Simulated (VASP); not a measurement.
Output of a VASP run:

**OSZICAR**
```
       N       E                     dE             d eps       ncg     rms          rms(c)
DAV:   1     0.752985404811E+02    0.75299E+02   -0.89073E+03  1008   0.136E+03
DAV:   2    -0.348303146502E+02   -0.11013E+03   -0.97417E+02  1436   0.292E+02
DAV:   3    -0.400070382527E+02   -0.51767E+01   -0.51324E+01  1284   0.673E+01
DAV:   4    -0.400679884545E+02   -0.60950E-01   -0.60884E-01  1284   0.758E+00
DAV:   5    -0.400689971788E+02   -0.10087E-02   -0.10086E-02  1288   0.971E-01    0.110E+01
DAV:   6    -0.369752468352E+02    0.30938E+01   -0.76063E+00  1180   0.236E+01    0.501E+00
DAV:   7    -0.366709751516E+02    0.30427E+00   -0.45816E-01  1256   0.627E+00    0.306E+00
DAV:   8    -0.365801568152E+02    0.90818E-01   -0.29284E-01  1240   0.417E+00    0.431E-01
DAV:   9    -0.365767853179E+02    0.33715E-02   -0.13675E-02  1196   0.106E+00    0.173E-01
DAV:  10    -0.365776759544E+02   -0.89064E-03   -0.11500E-03  1252   0.286E-01    0.382E-02
DAV:  11    -0.365777967513E+02   -0.12080E-03   -0.16381E-04  1256   0.118E-01    0.228E-02
DAV:  12    -0.365777968759E+02   -0.12456E-06   -0.41189E-05  1212   0.564E-02    0.333E-03
DAV:  13    -0.365777971164E+02   -0.24058E-06   -0.16555E-06  1280   0.114E-02    0.142E-03
DAV:  14    -0.365777971992E+02   -0.82732E-07   -0.17008E-07  1120   0.346E-03
   1 F= -.36577797E+02 E0= -.36577797E+02  d E =-.233772E-18
```

### OUTCAR
```
------------------------ aborting loop because EDIFF is reached ----------------------------------------
  FORCE on cell =-STRESS in cart. coord.  units (eV):
  Direction    XX          YY          ZZ          XY          YZ          ZX
  --------------------------------------------------------------------------------------
  Total       -0.0324735     -0.0324735     -0.0581128     -0.0000000     -0.0000000      0.0000000
  in kB       -1.3620226     -1.3620231     -2.4374059     -0.0000000     -0.0000000      0.0000000
  external PRESSURE =      -1.7204839 kB  Pullay stress =       0.0000000 kB
  volume of cell :       38.20
      direct lattice vectors                 reciprocal lattice vectors
     1.252690482 -2.169723951  0.000000000     0.399140895 -0.230444062  0.000000000
     1.252690482  2.169723951  0.000000000     0.399140895  0.230444062  0.000000000
     0.000000000  0.000000000  7.027105401     0.000000000  0.000000000  0.142306105
  FREE ENERGIE OF THE ION-ELECTRON SYSTEM (eV)
  ---------------------------------------------------
  free  energy   TOTEN  =       -36.5777971992 eV

  energy  without entropy=      -36.5777971992  energy(sigma->0) =      -36.57779720
```
(Selected blocks of OUTCAR.)

POSCAR:
```
BN
1
    1.2526904821    -2.1697239507     0.0000000000
    1.2526904821     2.1697239507     0.0000000000
    0.0000000000     0.0000000000     7.0271054010
B N
2 2
Direct
  0.3333330000   0.6666670000   0.2500000000
  0.6666670000   0.3333330000   0.7500000000
  0.6666670000   0.3333330000   0.2500000000
  0.3333330000   0.6666670000   0.7500000000
```

### Question
Write an INCAR and KPOINTS that could have produced this output.

### Answer
This is not unique; one that fits is the input of the run itself, PBEsol GGA, plane waves, VASP's PBE PAW potentials (set 64).

INCAR:
```
! general
SYSTEM  =  BN
PREC    =  Accurate
ENCUT   =  600
LREAL   =  F
LASPH   =  T

! electronic loop
EDIFF   =  1E-7
NELM    =  100
ALGO    =  Normal

! smearing
ISMEAR  =  0
SIGMA   =  0.05

! functional
GGA     =  PS

! ions
ISIF    =  2

! output
LWAVE   =  F
LCHARG  =  F
```

KPOINTS:
```
kpoints
0
Gamma
10 10 4
0 0 0
```

POTCAR, in this order: B N (PBE.64 set). Program: vasp_std.

Without a dispersion term in the relaxation, distances and binding between the weakly bound layers, chains or molecules are unreliable, and so is what depends on them.

The compound is BN in the hex structure. This cell was strained or had an atom moved on purpose.
